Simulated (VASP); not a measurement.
Output of a VASP run:

**OUTCAR**
```
 ion  position               nearest neighbor table
   1  0.000  0.000  0.000-   2 2.50   2 2.50   2 2.50   2 2.50
   2  0.250  0.250  0.250-   1 2.50   1 2.50   1 2.50   1 2.50
  LATTYP: Found a face centered cubic cell.
 ALAT       =     5.7630000000
 Subroutine PRICEL returns:
 Original cell was already a primitive cell.
 Subroutine GETGRP returns: Found 24 space group operations
The static configuration has the point symmetry T_d .
The dynamic configuration has the point symmetry T_d .
 Subroutine INISYM returns: Found 24 space group operations
 Subroutine IBZKPT returns following result:
 Found     20 irreducible k-points:

 Following reciprocal coordinates:
            Coordinates               Weight
  0.000000  0.000000  0.000000      1.000000
  0.142857  0.000000  0.000000      8.000000
  0.285714  0.000000  0.000000      8.000000
  0.428571  0.000000  0.000000      8.000000
  0.142857  0.142857  0.000000      6.000000
  0.285714  0.142857  0.000000     24.000000
  0.428571  0.142857  0.000000     24.000000
 -0.428571  0.142857  0.000000     24.000000
 -0.285714  0.142857  0.000000     24.000000
 -0.142857  0.142857  0.000000     12.000000
  0.285714  0.285714  0.000000      6.000000
  0.428571  0.285714  0.000000     24.000000
 -0.428571  0.285714  0.000000     24.000000
 -0.285714  0.285714  0.000000     12.000000
  0.428571  0.428571  0.000000      6.000000
 -0.428571  0.428571  0.000000     12.000000
  0.428571  0.285714  0.142857     24.000000
 -0.428571  0.285714  0.142857     48.000000
 -0.428571  0.428571  0.142857     24.000000
 -0.285714  0.428571  0.142857     24.000000
   k-points           NKPTS =     20   k-points in BZ     NKDIM =     20   number of bands    NBANDS=     13
   number of dos      NEDOS =    301   number of ions     NIONS =      2
   total plane-waves  NPLWV =  13824
   dimension x,y,z NGX =    24 NGY =   24 NGZ =   24
   dimension x,y,z NGXF=    48 NGYF=   48 NGZF=   48
   ions per type =               1   1
   PREC   = accura    normal or accurate (medium, high low for compatibility)
   ISTART =      0    job   : 0-new  1-cont  2-samecut
   ICHARG =      2    charge: 1-file 2-atom 10-const
   ISPIN  =      1    spin polarized calculation?
   LNONCOLLINEAR =      F non collinear calculations
   LSORBIT =      F    spin-orbit coupling
   INIWAV =      1    electr: 0-lowe 1-rand  2-diag
   ENCUT  =  250.0 eV  18.37 Ry    4.29 a.u.   5.25  5.25  5.25*2*pi/ulx,y,z
   NELM   =    100;   NELMIN=  2; NELMDL= -5     # of ELM steps
   EDIFF  = 0.1E-05   stopping-criterion for ELM
   LREAL  =      F    real-space projection
   NLSPLINE    = F    spline interpolate recip. space projectors
   LMAXMIX     =    4 max onsite mixed and CHGCAR
   VOSKOWN=      0    Vosko Wilk Nusair interpolation
   EDIFFG = 0.1E-04   stopping-criterion for IOM
   NSW    =      0    number of steps for IOM
   NBLOCK =      1;   KBLOCK =      1    inner block; outer block
   IBRION =     -1    ionic relax: 0-MD 1-quasi-New 2-CG
   NFREE  =      0    steps in history (QN), initial steepest desc. (CG)
   ISIF   =      2    stress and relaxation
   ISYM   =      2    0-nonsym 1-usesym 2-fastsym
   TEIN   =    0.0    initial temperature
   TEBEG  =    0.0;   TEEND  =   0.0 temperature during run
   SMASS  =  -3.00    Nose mass-parameter (am)
   PSTRESS=    0.0 pullay stress
   NELECT =      18.0000    total number of electrons
   EFERMI =   0.00;   METHOD = LEGACY
   ISMEAR =     0;   SIGMA  =   0.05  broadening in eV -4-tet -1-fermi 0-gaus
   IALGO  =     38    algorithm
   LDIAG  =      T    sub-space diagonalisation (order eigenvalues)
   IMIX   =      4    mixing-type and parameters
     AMIX     =   0.40;   BMIX     =  1.00
     AMIX_MAG =   1.60;   BMIX_MAG =  1.00
     AMIN     =   0.10
   GGA     = PE    functional components
   VOSKOWN =     0    Vosko Wilk Nusair interpolation
   LHFCALC =     F    Hartree Fock is set to
   LHFONE  =     F    Hartree Fock one center treatment
...
```

OSZICAR:
```
       N       E                     dE             d eps       ncg     rms          rms(c)
DAV:   1     0.574165792446E+02    0.57417E+02   -0.66864E+03   525   0.124E+03
DAV:   2    -0.476897137130E+01   -0.62186E+02   -0.60204E+02   600   0.227E+02
DAV:   3    -0.835778401206E+01   -0.35888E+01   -0.35815E+01   635   0.551E+01
DAV:   4    -0.840012760786E+01   -0.42344E-01   -0.42340E-01   586   0.651E+00
DAV:   5    -0.840097201875E+01   -0.84441E-03   -0.84437E-03   649   0.753E-01    0.276E+00
DAV:   6    -0.826027622833E+01    0.14070E+00   -0.27978E-01   781   0.928E+00    0.165E+00
DAV:   7    -0.824488957084E+01    0.15387E-01   -0.63368E-02   648   0.204E+00    0.571E-01
DAV:   8    -0.824567133348E+01   -0.78176E-03   -0.10911E-02   595   0.136E+00    0.859E-02
DAV:   9    -0.824607253614E+01   -0.40120E-03   -0.10214E-03   634   0.434E-01    0.555E-02
DAV:  10    -0.824614643999E+01   -0.73904E-04   -0.81466E-05   646   0.892E-02    0.296E-02
DAV:  11    -0.824620080767E+01   -0.54368E-04   -0.86988E-05   555   0.803E-02    0.397E-03
DAV:  12    -0.824620110836E+01   -0.30069E-06   -0.16296E-06   497   0.194E-02
   1 F= -.82462011E+01 E0= -.82461437E+01  d E =-.114759E-03
```

### OUTCAR
```
------------------------ aborting loop because EDIFF is reached ----------------------------------------
  FORCE on cell =-STRESS in cart. coord.  units (eV):
  Direction    XX          YY          ZZ          XY          YZ          ZX
  --------------------------------------------------------------------------------------
  Total       -1.0505570     -1.0505570     -1.0505570      0.0000000      0.0000000     -0.0000000
  in kB      -35.1758298    -35.1758298    -35.1758298      0.0000000      0.0000000     -0.0000000
  external PRESSURE =     -35.1758298 kB  Pullay stress =       0.0000000 kB
  volume of cell :       47.85
      direct lattice vectors                 reciprocal lattice vectors
     0.000000000  2.881500000  2.881500000    -0.173520736  0.173520736  0.173520736
     2.881500000  0.000000000  2.881500000     0.173520736 -0.173520736  0.173520736
     2.881500000  2.881500000  0.000000000     0.173520736  0.173520736 -0.173520736
  FREE ENERGIE OF THE ION-ELECTRON SYSTEM (eV)
  ---------------------------------------------------
  free  energy   TOTEN  =        -8.2462011084 eV

  energy  without entropy=       -8.2460863491  energy(sigma->0) =       -8.24614373
```
(Selected blocks of OUTCAR.)

**POSCAR**
```
GaAs
1
    0.0000000000     2.8815000000     2.8815000000
    2.8815000000     0.0000000000     2.8815000000
    2.8815000000     2.8815000000     0.0000000000
Ga As
1 1
Direct
  0.0000000000   0.0000000000   0.0000000000
  0.2500000000   0.2500000000   0.2500000000
```

### Question
Write an INCAR and KPOINTS that could have produced this output.

### Answer
Several could match; the one computed here: the input of the run itself, PBE GGA, plane waves, VASP's PBE PAW potentials (set 64).

**KPOINTS**
```
Automatic mesh
0
Gamma
7 7 7
0 0 0
```

INCAR:
```
SYSTEM = GaAs
PREC = Accurate
ENCUT = 250
EDIFF = 1E-6
NELM = 100
ALGO = Normal
LREAL = .FALSE.
LASPH = .TRUE.
ISMEAR = 0
SIGMA = 0.05
GGA = PE
LMAXMIX = 4
LWAVE = .FALSE.
LCHARG = .FALSE.
ISIF = 2
```

POTCAR, in this order: Ga_d As (PBE.64 set). Program: vasp_std.

At this cut-off the stress carries a Pulay error, which pulls relaxed volumes low.

The compound is GaAs in the zinc blende structure. The cell was not relaxed at this level. The run is one of a series of settings (ENCUT = 250 against the base run), some of them coarse on purpose.
